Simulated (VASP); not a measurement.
Data:

```yaml
crystal:
  lattice:
    - [4.02941, 0.00000, 0.00000]
    - [0.00000, 4.02941, 0.00000]
    - [0.00000, 0.00000, 4.02941]
  atoms:
    - { symbol: K, position: [0.00000, 0.00000, 0.00000] }
    - { symbol: Ta, position: [0.50000, 0.50000, 0.50000] }
    - { symbol: O, position: [0.50000, 0.00000, 0.50000] }
    - { symbol: O, position: [0.00000, 0.50000, 0.50000] }
    - { symbol: O, position: [0.50000, 0.50000, 0.00000] }
```

Level of theory: PW91 GGA, VASP's PBE PAW potentials (set 64) (plane waves; VASP 6.6.1). Numerical set-up: 520 eV cut-off, Gaussian smearing of 0.050 eV, potentials K_sv Ta_pv O.

Unless said otherwise, spin-orbit coupling is left out, though it shifts the bands of the heavy elements here.

Estimate the band gap (along the path) with the smallest direct gap where there is one.

```
Item                                   Result
------------------------------------  -------
band gap (along the path)             2.10 eV
smallest direct gap (along the path)  2.73 eV
```

The absolute energy has meaning only against runs of the same code, potentials and settings.

The compound is KTaO3 in the cubic perovskite structure. It was relaxed first.
